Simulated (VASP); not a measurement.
Calculation: PBE GGA, VASP's PBE PAW potentials (set 64) (plane waves; VASP 6.6.1).

VASP input:

### INCAR
```
ALGO = Normal
EDIFF = 1E-6
EDIFFG = -0.02
ENCUT = 520
GGA = PE
IBRION = 2
ISIF = 3
ISMEAR = 1
LASPH = .TRUE.
LCHARG = .FALSE.
LMAXMIX = 4
LREAL = .FALSE.
LWAVE = .FALSE.
NELM = 100
NSW = 60
PREC = Accurate
SIGMA = 0.1
SYSTEM = Mg3Sb2
```

**POSCAR**
```
Mg3Sb2
1
    2.3017060980    -3.9866720691     0.0000000000
    2.3017060980     3.9866720691    -0.0000000000
   -0.0000000000     0.0000000000     7.2540362693
Mg Sb
3 2
Direct
  1.0000000000   0.0000000000   0.0000000000
  0.3333330000   0.6666670000   0.6334638885
  0.6666670000   0.3333330000   0.3665361115
  0.3333330000   0.6666670000   0.2259473699
  0.6666670000   0.3333330000   0.7740526301
```

**KPOINTS**
```
kpoints
0
G
  7 7 4
0 0 0
```

POTCAR, in this order: Mg Sb (PBE.64 set). Program: vasp_std.

**Question.** What will the output report for the number of irreducible k-points (NKPTS), largest plane-wave count, number of space-group operations, FFT grid (NGX, NGY, NGZ)?

**Answer.** 
```json
{
 "number of irreducible k-points (NKPTS)": "28",
 "largest_plane_wave_count": "3621",
 "number_of_space_group_operations": "12",
 "FFT grid (NGX, NGY, NGZ)": "36 × 36 × 54"
}
```

The compound is Mg3Sb2 in the a-la2o3 structure. This run relaxes it. Symmetry was kept, so distortions that lower it aren't found. The start is the result of an earlier pass.
